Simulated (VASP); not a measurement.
```yaml
crystal:
  lattice:
    - [0.00000, 2.27000, 2.27000]
    - [2.27000, 0.00000, 2.27000]
    - [2.27000, 2.27000, 0.00000]
  atoms:
    - { symbol: B, position: [0.00000, 0.00000, 0.00000] }
    - { symbol: P, position: [0.25000, 0.25000, 0.25000] }
```

All values below come from G0W0 on PBE orbitals, VASP's PBE PAW potentials (set 64) (plane waves; VASP). Numerical set-up: PREC = Normal, 500 eV cut-off, 4×4×4 Γ-centred mesh, Gaussian smearing of 0.010 eV, potentials B_GW P_GW.

The mesh is coarse and the basis finite, so the quasiparticle values are not converged.

NBANDS = 100, ENCUTGW = 150 eV, NOMEGA = 64. The PBE levels (eV) that the step starts from are:

| state | KS energy | filling |
|---|---|---|
| k1 (0.00, 0.00, 0.00), band 1 | -8.31 | 2 |
| k1 (0.00, 0.00, 0.00), band 2 | 7.16 | 2 |
| k1 (0.00, 0.00, 0.00), band 3 | 7.16 | 2 |
| k1 (0.00, 0.00, 0.00), band 4 | 7.16 | 2 |
| k1 (0.00, 0.00, 0.00), band 5 | 10.54 | 0 |
| k1 (0.00, 0.00, 0.00), band 6 | 10.54 | 0 |
| k1 (0.00, 0.00, 0.00), band 7 | 10.54 | 0 |
| k1 (0.00, 0.00, 0.00), band 8 | 14.51 | 0 |
| k3 (0.50, 0.00, 0.00), band 1 | -4.98 | 2 |
| k3 (0.50, 0.00, 0.00), band 2 | -1.88 | 2 |
| k3 (0.50, 0.00, 0.00), band 3 | 5.40 | 2 |
| k3 (0.50, 0.00, 0.00), band 4 | 5.40 | 2 |
| k3 (0.50, 0.00, 0.00), band 5 | 10.92 | 0 |
| k3 (0.50, 0.00, 0.00), band 6 | 11.85 | 0 |
| k3 (0.50, 0.00, 0.00), band 7 | 11.85 | 0 |
| k3 (0.50, 0.00, 0.00), band 8 | 17.28 | 0 |

Give the quasiparticle energies and renormalisation factors Z.

```tsv
state	QP energy (eV)	Z
k1 (0.00, 0.00, 0.00), band 1	-9.10	0.73
k1 (0.00, 0.00, 0.00), band 2	6.65	0.79
k1 (0.00, 0.00, 0.00), band 3	6.65	0.79
k1 (0.00, 0.00, 0.00), band 4	6.65	0.79
k1 (0.00, 0.00, 0.00), band 5	10.90	0.78
k1 (0.00, 0.00, 0.00), band 6	10.90	0.78
k1 (0.00, 0.00, 0.00), band 7	10.90	0.78
k1 (0.00, 0.00, 0.00), band 8	14.87	0.76
k3 (0.50, 0.00, 0.00), band 1	-5.67	0.72
k3 (0.50, 0.00, 0.00), band 2	-2.63	0.72
k3 (0.50, 0.00, 0.00), band 3	4.80	0.78
k3 (0.50, 0.00, 0.00), band 4	4.80	0.78
k3 (0.50, 0.00, 0.00), band 5	11.18	0.78
k3 (0.50, 0.00, 0.00), band 6	12.21	0.78
k3 (0.50, 0.00, 0.00), band 7	12.21	0.78
k3 (0.50, 0.00, 0.00), band 8	17.37	0.76
```
On the mesh the gap opens from 1.32 to 1.94 eV.

The compound is BP in the zinc blende structure. The cell was not relaxed at this level. The k-mesh is coarse (spacing up to 0.60 per Å, 2π included), so the numbers may not be converged in it.
